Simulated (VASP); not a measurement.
# MnB: structure and properties in VASP, part 9 of 10

What structure does MnB take at this level, and what are its properties? The start is a cell from a database of measured crystal structures.

VASP 6.6.1; PBEsol, DFT+U (Mn d 3 eV), spin-polarised from a ferromagnetic start; plane waves and PAW (Mn_pv, B).

Still holding for the runs below: The magnetic state follows from one typed start and may not be the lowest. The k-mesh is coarse for a metal. A U on the itinerant d states of such a compound is hard to justify; it moves the bands at the Fermi level and favours large moments.

So far, moment of the cell, from the last line of the log (μB): step 2 (relaxing cell and atoms (PBEsol + U)) 11.8; step 5 (bands along the symmetry lines (PBEsol + U)) 11.6; step 6 (density of states (PBEsol + U)) 11.5; step 7 (core-level energies (PBEsol + U)) 11.6; step 8 (volume scan with PBEsol + U, volume scale 0.94) 10.3.

## 9. Volume scan with PBEsol + U, volume scale 0.96

The input, INCAR:

```
SYSTEM = MnB
PREC = Accurate
ENCUT = 420
EDIFF = 1E-06
NELM = 100
ISMEAR = 0
SIGMA = 0.05
LREAL = .FALSE.
ALGO = Normal
GGA = PS
NBANDS = 51
ISPIN = 2
MAGMOM = 3.138 3.138 3.138 3.138 -0.189 -0.189 -0.189 -0.189
LDAU = .TRUE.
LDAUTYPE = 2
LDAUL = 2 -1
LDAUU = 3 0
LDAUJ = 0 0
LDAUPRINT = 1
LASPH = .TRUE.
LMAXMIX = 4
LORBIT = 11
LWAVE = .FALSE.
LCHARG = .FALSE.
KPAR = 4
ISIF = 2
```

The input, POSCAR:

```
MnB
1.0
    5.6958403490      0.0000000000      0.0000000000
    0.0000000000      2.8979857779      0.0000000000
    0.0000000000      0.0000000000      4.1775336236
Mn B
4 4
Direct
    0.1779605663      0.2500000000      0.1201939108
    0.3220394337      0.7500000000      0.6201939108
    0.6779605663      0.2500000000      0.3798060892
    0.8220394337      0.7500000000      0.8798060892
    0.0327092485      0.2500000000      0.6094652426
    0.4672907515      0.7500000000      0.1094652426
    0.5327092485      0.2500000000      0.8905347574
    0.9672907515      0.7500000000      0.3905347574
```

The input, KPOINTS:

```
Automatic mesh
0
Gamma
4 8 5
0 0 0
```

The projector-augmented-wave data sets are Mn_pv and B (PBE family, release 64).

Command:

```
mpirun -np 4 vasp_std
```

Log:

```text
[... set-up lines as in an earlier step ...]
 entering main loop
       N       E                     dE             d eps       ncg     rms          rms(c)
DAV:   1     0.712612577576E+03    0.71261E+03   -0.29165E+04  9268   0.139E+03
DAV:   2    -0.172546248350E+02   -0.72987E+03   -0.68267E+03  9188   0.439E+02
DAV:   3    -0.716483225257E+02   -0.54394E+02   -0.52449E+02  9917   0.132E+02
DAV:   4    -0.728346858621E+02   -0.11864E+01   -0.11776E+01 10474   0.193E+01
DAV:   5    -0.728483843343E+02   -0.13698E-01   -0.13692E-01 10299   0.221E+00    0.422E+01
DAV:   6    -0.642150230090E+02    0.86334E+01   -0.78147E+01 10653   0.811E+01    0.304E+01
DAV:   7    -0.593466239719E+02    0.48684E+01   -0.26073E+01 10180   0.448E+01    0.117E+01
DAV:   8    -0.595321066833E+02   -0.18548E+00   -0.12709E+00 10010   0.448E+00    0.559E+00
DAV:   9    -0.595550679475E+02   -0.22961E-01   -0.28043E-01 11283   0.339E+00    0.278E+00
DAV:  10    -0.595727424660E+02   -0.17675E-01   -0.88508E-02 10060   0.189E+00    0.162E+00
DAV:  11    -0.595760631085E+02   -0.33206E-02   -0.95859E-03 10233   0.654E-01    0.519E-01
DAV:  12    -0.595773509301E+02   -0.12878E-02   -0.17052E-03 10563   0.282E-01    0.150E-01
DAV:  13    -0.595774562668E+02   -0.10534E-03   -0.49886E-04 10428   0.115E-01    0.708E-02
DAV:  14    -0.595774819873E+02   -0.25721E-04   -0.66292E-05  9922   0.593E-02    0.239E-02
DAV:  15    -0.595774898788E+02   -0.78915E-05   -0.10250E-05  9600   0.244E-02    0.145E-02
DAV:  16    -0.595774909905E+02   -0.11117E-05   -0.14028E-06  5511   0.772E-03    0.679E-03
DAV:  17    -0.595774914557E+02   -0.46518E-06   -0.58919E-07  4924   0.405E-03
   1 F= -.59577491E+02 E0= -.59574791E+02  d E =-.540010E-02  mag=    10.9072
```

Wall time 25 s (4 MPI ranks of Intel Xeon 6975P-C (Granite Rapids), shared host); peak memory 1.1 GiB.

From OUTCAR (step 9):

```text
   ENCUT  =  420.0 eV  30.87 Ry    5.56 a.u.   9.52  4.84  6.98*2*pi/ulx,y,z

   NELECT =      64.0000    total number of electrons

atom =   1  type =  1  l = 2

 onsite density matrix

spin component  1

  0.7568  0.0360 -0.0000 -0.0000 -0.0000
  0.0360  0.8265 -0.0000  0.0000  0.0000
 -0.0000 -0.0000  0.8165 -0.0033  0.0033
 -0.0000  0.0000 -0.0033  0.8017  0.0108
 -0.0000  0.0000  0.0033  0.0108  0.8841

spin component  2

  0.2645 -0.0154  0.0000  0.0000  0.0000
 -0.0154  0.2479  0.0000 -0.0000 -0.0000
  0.0000  0.0000  0.2175 -0.0053 -0.0077
  0.0000 -0.0000 -0.0053  0.2195 -0.0047
  0.0000 -0.0000 -0.0077 -0.0047  0.1721

 occupancies and eigenvectors

  o =  0.1702  v =  0.0000  0.0000  0.0000  0.0000  0.0000  0.0000 -0.0000 -0.1712 -0.1118 -0.9789      0.0000  0.0000  0.0000  0.0000  0.0000  0.0000  0.0000  0.0000  0.0000  0.0000
  o =  0.2150  v =  0.0000  0.0000  0.0000  0.0000  0.0000 -0.0000 -0.0000  0.7372  0.6445 -0.2026      0.0000  0.0000  0.0000  0.0000  0.0000  0.0000  0.0000  0.0000  0.0000  0.0000
  o =  0.2239  v =  0.0000  0.0000  0.0000  0.0000  0.0000 -0.0000 -0.0000  0.6536 -0.7563 -0.0279      0.0000  0.0000  0.0000  0.0000  0.0000  0.0000  0.0000  0.0000  0.0000  0.0000
  o =  0.2387  v =  0.0000  0.0000  0.0000  0.0000  0.0000  0.5128  0.8585  0.0000 -0.0000 -0.0000      0.0000  0.0000  0.0000  0.0000  0.0000  0.0000  0.0000  0.0000  0.0000  0.0000
  o =  0.2737  v =  0.0000  0.0000  0.0000  0.0000  0.0000 -0.8585  0.5128  0.0000 -0.0000 -0.0000      0.0000  0.0000  0.0000  0.0000  0.0000  0.0000  0.0000  0.0000  0.0000  0.0000
  o =  0.7416  v = -0.9207  0.3902 -0.0000 -0.0000 -0.0000  0.0000  0.0000  0.0000  0.0000  0.0000      0.0000  0.0000  0.0000  0.0000  0.0000  0.0000  0.0000  0.0000  0.0000  0.0000
  o =  0.7996  v =  0.0000 -0.0000 -0.2114 -0.9684  0.1321  0.0000  0.0000  0.0000  0.0000  0.0000      0.0000  0.0000  0.0000  0.0000  0.0000  0.0000  0.0000  0.0000  0.0000  0.0000
  o =  0.8172  v =  0.0000 -0.0000 -0.9765  0.2150  0.0135  0.0000  0.0000  0.0000  0.0000  0.0000      0.0000  0.0000  0.0000  0.0000  0.0000  0.0000  0.0000  0.0000  0.0000  0.0000
  o =  0.8418  v = -0.3902 -0.9207  0.0000  0.0000  0.0000  0.0000  0.0000  0.0000  0.0000  0.0000      0.0000  0.0000  0.0000  0.0000  0.0000  0.0000  0.0000  0.0000  0.0000  0.0000
  o =  0.8857  v =  0.0000  0.0000  0.0414  0.1261  0.9911  0.0000  0.0000  0.0000  0.0000  0.0000      0.0000  0.0000  0.0000  0.0000  0.0000  0.0000  0.0000  0.0000  0.0000  0.0000

atom =   2  type =  1  l = 2

 onsite density matrix

spin component  1

  0.7568 -0.0360 -0.0000  0.0000  0.0000
 -0.0360  0.8265 -0.0000  0.0000 -0.0000
 -0.0000 -0.0000  0.8165  0.0033  0.0033
  0.0000  0.0000  0.0033  0.8017 -0.0108
  0.0000 -0.0000  0.0033 -0.0108  0.8841

spin component  2

  0.2645  0.0154  0.0000 -0.0000 -0.0000
  0.0154  0.2479  0.0000  0.0000  0.0000
  0.0000  0.0000  0.2175  0.0053 -0.0077
 -0.0000  0.0000  0.0053  0.2195  0.0047
 -0.0000  0.0000 -0.0077  0.0047  0.1721

 occupancies and eigenvectors

  o =  0.1702  v =  0.0000  0.0000  0.0000  0.0000  0.0000 -0.0000  0.0000 -0.1712  0.1118 -0.9789      0.0000  0.0000  0.0000  0.0000  0.0000  0.0000  0.0000  0.0000  0.0000  0.0000
  o =  0.2150  v =  0.0000  0.0000  0.0000  0.0000  0.0000 -0.0000  0.0000  0.7372 -0.6445 -0.2026      0.0000  0.0000  0.0000  0.0000  0.0000  0.0000  0.0000  0.0000  0.0000  0.0000
  o =  0.2239  v =  0.0000  0.0000  0.0000  0.0000  0.0000 -0.0000  0.0000 -0.6536 -0.7563  0.0279      0.0000  0.0000  0.0000  0.0000  0.0000  0.0000  0.0000  0.0000  0.0000  0.0000
  o =  0.2387  v =  0.0000  0.0000  0.0000  0.0000  0.0000 -0.5128  0.8585  0.0000  0.0000  0.0000      0.0000  0.0000  0.0000  0.0000  0.0000  0.0000  0.0000  0.0000  0.0000  0.0000
  o =  0.2737  v =  0.0000  0.0000  0.0000  0.0000  0.0000 -0.8585 -0.5128 -0.0000  0.0000 -0.0000      0.0000  0.0000  0.0000  0.0000  0.0000  0.0000  0.0000  0.0000  0.0000  0.0000
[...]
o =  0.2150  v =  0.0000  0.0000  0.0000  0.0000  0.0000  0.0000  0.0000 -0.7372 -0.6445  0.2026      0.0000  0.0000  0.0000  0.0000  0.0000  0.0000  0.0000  0.0000  0.0000  0.0000
  o =  0.2239  v =  0.0000  0.0000  0.0000  0.0000  0.0000  0.0000 -0.0000  0.6536 -0.7563 -0.0279      0.0000  0.0000  0.0000  0.0000  0.0000  0.0000  0.0000  0.0000  0.0000  0.0000
  o =  0.2387  v =  0.0000  0.0000  0.0000  0.0000  0.0000  0.5128  0.8585  0.0000  0.0000 -0.0000      0.0000  0.0000  0.0000  0.0000  0.0000  0.0000  0.0000  0.0000  0.0000  0.0000
  o =  0.2737  v =  0.0000  0.0000  0.0000  0.0000  0.0000 -0.8585  0.5128  0.0000 -0.0000 -0.0000      0.0000  0.0000  0.0000  0.0000  0.0000  0.0000  0.0000  0.0000  0.0000  0.0000
  o =  0.7416  v = -0.9207  0.3902 -0.0000 -0.0000 -0.0000  0.0000  0.0000  0.0000  0.0000  0.0000      0.0000  0.0000  0.0000  0.0000  0.0000  0.0000  0.0000  0.0000  0.0000  0.0000
  o =  0.7996  v =  0.0000  0.0000  0.2114  0.9684 -0.1321  0.0000  0.0000  0.0000  0.0000  0.0000      0.0000  0.0000  0.0000  0.0000  0.0000  0.0000  0.0000  0.0000  0.0000  0.0000
  o =  0.8172  v =  0.0000 -0.0000 -0.9765  0.2150  0.0135  0.0000  0.0000  0.0000  0.0000  0.0000      0.0000  0.0000  0.0000  0.0000  0.0000  0.0000  0.0000  0.0000  0.0000  0.0000
  o =  0.8418  v = -0.3902 -0.9207  0.0000  0.0000  0.0000  0.0000  0.0000  0.0000  0.0000  0.0000      0.0000  0.0000  0.0000  0.0000  0.0000  0.0000  0.0000  0.0000  0.0000  0.0000
  o =  0.8857  v =  0.0000 -0.0000 -0.0414 -0.1261 -0.9911  0.0000  0.0000  0.0000  0.0000  0.0000      0.0000  0.0000  0.0000  0.0000  0.0000  0.0000  0.0000  0.0000  0.0000  0.0000

 E-fermi :   9.6626

 spin component 1
 k-point     1 :       0.0000    0.0000    0.0000
  band No.  band energies     occupation
    ...
     34       7.7624      1.00000
     35       7.8365      1.00000
     36       8.2823      1.00000
     37       8.6016      1.00000
     38       8.8762      1.00000
     39      11.3275      0.00000
     40      11.7794      0.00000
     41      12.1104      0.00000
     42      12.1818      0.00000
     43      14.1972      0.00000
    ...

 k-point     2 :       0.2500    0.0000    0.0000
  band No.  band energies     occupation
    ...
     34       7.7618      1.00000
     35       8.0836      1.00000
     36       8.1770      1.00000
     37       8.5379      1.00000
     38       9.6619      0.50864
     39      11.4263      0.00000
     40      11.6523      0.00000
     41      11.7664      0.00000
     42      11.7836      0.00000
     43      14.5918      0.00000
    ...

  Total        1.9154010      3.5291736      2.1885115      0.0000000     -0.0000000      0.0000000
  in kB       44.5037161     81.9991959     50.8493494      0.0000000     -0.0000000      0.0000000
  external PRESSURE =      59.1174204 kB  Pullay stress =       0.0000000 kB

 POSITION                                       TOTAL-FORCE (eV/Angst)
 -----------------------------------------------------------------------------------
      1.01363      0.72450      0.50211        -0.058097      0.000000      0.008619
      1.83429      2.17349      2.59088         0.058097     -0.000000      0.008619
      3.86156      0.72450      1.58665        -0.058097     -0.000000     -0.008619
      4.68221      2.17349      3.67542         0.058097     -0.000000     -0.008619
      0.18631      0.72450      2.54606         0.067303     -0.000000      0.314970
      2.66161      2.17349      0.45729        -0.067303     -0.000000      0.314970
      3.03423      0.72450      3.72024         0.067303     -0.000000     -0.314970
      5.50953      2.17349      1.63147        -0.067303     -0.000000     -0.314970
 -----------------------------------------------------------------------------------
    total drift:                               -0.000000      0.000000      0.000000

  FREE ENERGIE OF THE ION-ELECTRON SYSTEM (eV)
  ---------------------------------------------------
  free  energy   TOTEN  =       -59.5774914557 eV

  energy  without entropy=      -59.5720913527  energy(sigma->0) =      -59.57479140

 magnetization (x)
# of ion       s       p       d       tot
------------------------------------------
    1        0.003  -0.002   2.960   2.961
    2        0.003  -0.002   2.960   2.961
    3        0.003  -0.002   2.960   2.961
    4        0.003  -0.002   2.960   2.961
    5       -0.037  -0.152   0.000  -0.189
    6       -0.037  -0.152   0.000  -0.189
    7       -0.037  -0.152   0.000  -0.189
    8       -0.037  -0.152   0.000  -0.189
--------------------------------------------------
tot         -0.137  -0.614  11.842  11.090

[... 5 parts as in an earlier step ...]

[... 16 further parts left out ...]
```

Numbers from this step:

```yaml
free_energy_toten: -59.5775 eV
energy_at_zero_smearing: -59.5748 eV
fermi_energy: 9.663 eV
pressure: 5.912 GPa
moment_of_the_cell_from_the_last_line_of_the_log: 10.91 μB
```

Spin moment in the PAW sphere by atom:

```
atom  spin moment in the PAW sphere (μB)
 Mn1                                2.96
 Mn2                                2.96
 Mn3                                2.96
 Mn4                                2.96
  B5                               -0.19
  B6                               -0.19
  B7                               -0.19
  B8                               -0.19
```

Force by atom:

| atom | x (eV/Å) | y (eV/Å) | z (eV/Å) | size |
| --- | --- | --- | --- | --- |
| Mn1 | -0.058 | 0.000 | 0.009 | 0.059 |
| Mn2 | 0.058 | 0.000 | 0.009 | 0.059 |
| Mn3 | -0.058 | 0.000 | -0.009 | 0.059 |
| Mn4 | 0.058 | 0.000 | -0.009 | 0.059 |
| B5 | 0.067 | 0.000 | 0.315 | 0.322 |
| B6 | -0.067 | 0.000 | 0.315 | 0.322 |
| B7 | 0.067 | 0.000 | -0.315 | 0.322 |
| B8 | -0.067 | 0.000 | -0.315 | 0.322 |

The pressure falls from 7.98 to 5.91 GPa.

The run ends at a pressure of 5.91 GPa, with forces up to 0.32 eV/Å.

## 10. Volume scan with PBEsol + U, volume scale 0.98

INCAR is that of step 9.

Changes to POSCAR since step 9:

```diff
@@ -2,5 +2,5 @@
 1.0
-    5.6958403490      0.0000000000      0.0000000000
-    0.0000000000      2.8979857779      0.0000000000
-    0.0000000000      0.0000000000      4.1775336236
+    5.7351232479      0.0000000000      0.0000000000
+    0.0000000000      2.9179725183      0.0000000000
+    0.0000000000      0.0000000000      4.2063451108
 Mn B
```

KPOINTS is that of step 9.

Command:

```
mpirun -np 4 vasp_std
```

Log:

```text
[... set-up lines as in an earlier step ...]
 entering main loop
       N       E                     dE             d eps       ncg     rms          rms(c)
DAV:   1     0.711650577583E+03    0.71165E+03   -0.29508E+04  9300   0.138E+03
DAV:   2    -0.174433228627E+02   -0.72909E+03   -0.68248E+03  9180   0.437E+02
DAV:   3    -0.714096873059E+02   -0.53966E+02   -0.52037E+02  9881   0.131E+02
DAV:   4    -0.725948462257E+02   -0.11852E+01   -0.11766E+01 10561   0.192E+01
[...]
DAV:  15    -0.596314521805E+02   -0.14999E-04   -0.13539E-05  9770   0.270E-02    0.169E-02
DAV:  16    -0.596314542686E+02   -0.20881E-05   -0.21310E-06  6708   0.870E-03    0.705E-03
DAV:  17    -0.596314550201E+02   -0.75156E-06   -0.61224E-07  5058   0.444E-03
   1 F= -.59631455E+02 E0= -.59629705E+02  d E =-.349950E-02  mag=    11.4251
```

Wall time 26 s (4 MPI ranks); peak memory 1.1 GiB.

OUTCAR, selected parts (step 10):

```text
  Total        1.4359723      2.0094841      1.5512221      0.0000000      0.0000000      0.0000000
  in kB       32.6834414     45.7368547     35.3065843      0.0000000      0.0000000      0.0000000
  external PRESSURE =      37.9089601 kB  Pullay stress =       0.0000000 kB

 POSITION                                       TOTAL-FORCE (eV/Angst)
 -----------------------------------------------------------------------------------
      1.02063      0.72949      0.50558        -0.029193     -0.000000     -0.010132
      1.84694      2.18848      2.60875         0.029193     -0.000000     -0.010132
      3.88819      0.72949      1.59760        -0.029193      0.000000      0.010132
      4.71450      2.18848      3.70077         0.029193     -0.000000      0.010132
      0.18759      0.72949      2.56362         0.010132      0.000000      0.099883
      2.67997      2.18848      0.46045        -0.010132      0.000000      0.099883
      3.05515      0.72949      3.74590         0.010132      0.000000     -0.099883
      5.54753      2.18848      1.64272        -0.010132      0.000000     -0.099883
 -----------------------------------------------------------------------------------
    total drift:                               -0.000000      0.000000      0.000000

  FREE ENERGIE OF THE ION-ELECTRON SYSTEM (eV)
  ---------------------------------------------------
  free  energy   TOTEN  =       -59.6314550201 eV

  energy  without entropy=      -59.6279555191  energy(sigma->0) =      -59.62970527

 magnetization (x)
# of ion       s       p       d       tot
------------------------------------------
    1        0.004   0.000   3.080   3.084
    2        0.004   0.000   3.080   3.084
    3        0.004   0.000   3.080   3.084
    4        0.004   0.000   3.080   3.084
    5       -0.038  -0.148   0.000  -0.185
    6       -0.038  -0.148   0.000  -0.185
    7       -0.038  -0.148   0.000  -0.185
    8       -0.038  -0.148   0.000  -0.185
--------------------------------------------------
tot         -0.134  -0.591  12.318  11.593

[... 1 part as in an earlier step ...]

[... 2 further parts left out ...]
[key lines of the parts left out:]
E-fermi :   9.4248
```

The pressure falls from 5.91 to 3.79 GPa.

The run ends at a pressure of 3.79 GPa, with forces up to 0.10 eV/Å.

## 11. Volume scan with PBEsol + U, volume scale 1

INCAR is that of step 10.

Changes to POSCAR since step 10:

```diff
@@ -2,5 +2,5 @@
 1.0
-    5.7351232479      0.0000000000      0.0000000000
-    0.0000000000      2.9179725183      0.0000000000
-    0.0000000000      0.0000000000      4.2063451108
+    5.7738752562      0.0000000000      0.0000000000
+    0.0000000000      2.9376891469      0.0000000000
+    0.0000000000      0.0000000000      4.2347672237
 Mn B
```

KPOINTS is that of step 10.

Command:

```
mpirun -np 4 vasp_std
```

Log:

```text
[... set-up lines as in an earlier step ...]
 entering main loop
       N       E                     dE             d eps       ncg     rms          rms(c)
[... 17 cycles as in an earlier step ...]
   1 F= -.59657400E+02 E0= -.59656040E+02  d E =-.272085E-02  mag=    11.6147
```

It took 26 s on 4 MPI ranks; peak memory 1.1 GiB; 99 s of CPU time.

OUTCAR, selected parts (step 11):

```text
[... 7 parts as in an earlier step ...]

[... 1 further part left out ...]
[key lines of the parts left out:]
E-fermi :   9.2278
```

The pressure falls from 3.79 to 0.03 GPa.

The run ends at a pressure of 0.03 GPa, with forces up to 0.0034 eV/Å.

## 12. Volume scan with PBEsol + U, volume scale 1.02

INCAR is that of step 11.

Changes to POSCAR since step 11:

```diff
@@ -2,5 +2,5 @@
 1.0
-    5.7738752562      0.0000000000      0.0000000000
-    0.0000000000      2.9376891469      0.0000000000
-    0.0000000000      0.0000000000      4.2347672237
+    5.8121139551      0.0000000000      0.0000000000
+    0.0000000000      2.9571446089      0.0000000000
+    0.0000000000      0.0000000000      4.2628128571
 Mn B
```

KPOINTS is that of step 11.

Command:

```
mpirun -np 4 vasp_std
```

Log:

```text
[... set-up lines as in an earlier step ...]
 entering main loop
       N       E                     dE             d eps       ncg     rms          rms(c)
DAV:   1     0.707683206471E+03    0.70768E+03   -0.29644E+04  9292   0.137E+03
DAV:   2    -0.174376097409E+02   -0.72512E+03   -0.67856E+03  9194   0.434E+02
DAV:   3    -0.708155019942E+02   -0.53378E+02   -0.51480E+02  9922   0.130E+02
DAV:   4    -0.720104148708E+02   -0.11949E+01   -0.11859E+01 10459   0.191E+01
[...]
DAV:  15    -0.596493651363E+02   -0.27910E-04   -0.21557E-05  9822   0.372E-02    0.152E-02
DAV:  16    -0.596493673905E+02   -0.22542E-05   -0.37010E-06  8781   0.102E-02    0.701E-03
DAV:  17    -0.596493679419E+02   -0.55143E-06   -0.57139E-07  4912   0.412E-03
   1 F= -.59649368E+02 E0= -.59647174E+02  d E =-.438699E-02  mag=    11.7921
```

Wall time 27 s (4 MPI ranks); peak memory 1.1 GiB.

Parts of OUTCAR (step 12):

```text
  Total       -1.2770894     -1.8015997     -1.6176814      0.0000000     -0.0000000      0.0000000
  in kB      -27.9272993    -39.3972518    -35.3753396      0.0000000     -0.0000000      0.0000000
  external PRESSURE =     -34.2332969 kB  Pullay stress =       0.0000000 kB

 POSITION                                       TOTAL-FORCE (eV/Angst)
 -----------------------------------------------------------------------------------
      1.03433      0.73929      0.51236         0.052819     -0.000000      0.022125
      1.87173      2.21786      2.64377        -0.052819     -0.000000      0.022125
      3.94038      0.73929      1.61904         0.052819      0.000000     -0.022125
      4.77779      2.21786      3.75045        -0.052819      0.000000     -0.022125
      0.19011      0.73929      2.59804        -0.004371      0.000000     -0.071297
      2.71595      2.21786      0.46663         0.004371      0.000000     -0.071297
      3.09617      0.73929      3.79618        -0.004371      0.000000      0.071297
      5.62200      2.21786      1.66478         0.004371      0.000000      0.071297
 -----------------------------------------------------------------------------------
    total drift:                               -0.000000      0.000000      0.000000

  FREE ENERGIE OF THE ION-ELECTRON SYSTEM (eV)
  ---------------------------------------------------
  free  energy   TOTEN  =       -59.6493679419 eV

  energy  without entropy=      -59.6449809542  energy(sigma->0) =      -59.64717445

 magnetization (x)
# of ion       s       p       d       tot
------------------------------------------
    1        0.005   0.001   3.182   3.188
    2        0.005   0.001   3.182   3.188
    3        0.005   0.001   3.182   3.188
    4        0.005   0.001   3.182   3.188
    5       -0.039  -0.154   0.000  -0.193
    6       -0.039  -0.154   0.000  -0.193
    7       -0.039  -0.154   0.000  -0.193
    8       -0.039  -0.154   0.000  -0.193
--------------------------------------------------
tot         -0.136  -0.612  12.729  11.982

[... 1 part as in an earlier step ...]

[... 2 further parts left out ...]
[key lines of the parts left out:]
E-fermi :   9.0325
```

Spin moment in the PAW sphere by atom:

```csv
atom,spin moment in the PAW sphere (μB)
Mn1,3.19
Mn2,3.19
Mn3,3.19
Mn4,3.19
B5,-0.19
B6,-0.19
B7,-0.19
B8,-0.19
```

The pressure falls from 0.03 to -3.42 GPa.

The run ends at a pressure of -3.42 GPa, with forces up to 0.071 eV/Å.

(Part 9 of 10 ends here.)

[Lines on the potential files, build, host, timing and source positions are cut from VASP's logs without a mark.]

[Logs are printed without paths, hosts, clocks, repeated set-up lines and the standing remarks that a program may print on its own settings, such as how far it seeks lower states.]

[Hosts, paths, dates, database ids (printed as entryN), source tags and the programs' standing remarks are cut or masked in the printed files.]

[A measured line is paired with the nearest computed mode of its activity, which favours agreement.]
